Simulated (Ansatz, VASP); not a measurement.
**TiRh in VASP and in Ansatz**

```
CELL_PARAMETERS angstrom
2.95944 0.00000 0.00000
0.00000 2.95944 0.00000
0.00000 0.00000 3.11520
ATOMIC_POSITIONS crystal
Ti 0.50000 0.50000 0.50000
Rh 0.00000 0.00000 0.00000
```

Change from the starting cell: strain -0.050 along x and y, +0.000 along z, atoms carried along.

Alike in both runs: task single point; functional LDA; k mesh 16 × 16 × 16; occupations gaussian, width 0.15 eV; no spin polarisation.

|  | VASP | Ansatz |
| --- | --- | --- |
| version | VASP 6.6.1 | Ansatz 0.2.0 |
| potentials or method | VASP PAW LDA potentials, release 64 (Ti_sv, Rh_pv) | scalar-relativistic, plane waves, PAW |
| plane-wave cutoff (eV) | 520 | 420 |
| valence electrons in the cell | 27 | 29 |

```csv
,VASP,Ansatz,Ansatz less VASP
gap on the k mesh at the Fermi level (eV),none,none,-
pressure (GPa),8.3,7.8,-0.50
largest component of the traceless stress (GPa),2.80,2.80,+0.004
```

A gap of «none» marks a metal or a gap that the smearing closes. The two sets of potentials don't hold the same shells in valence.
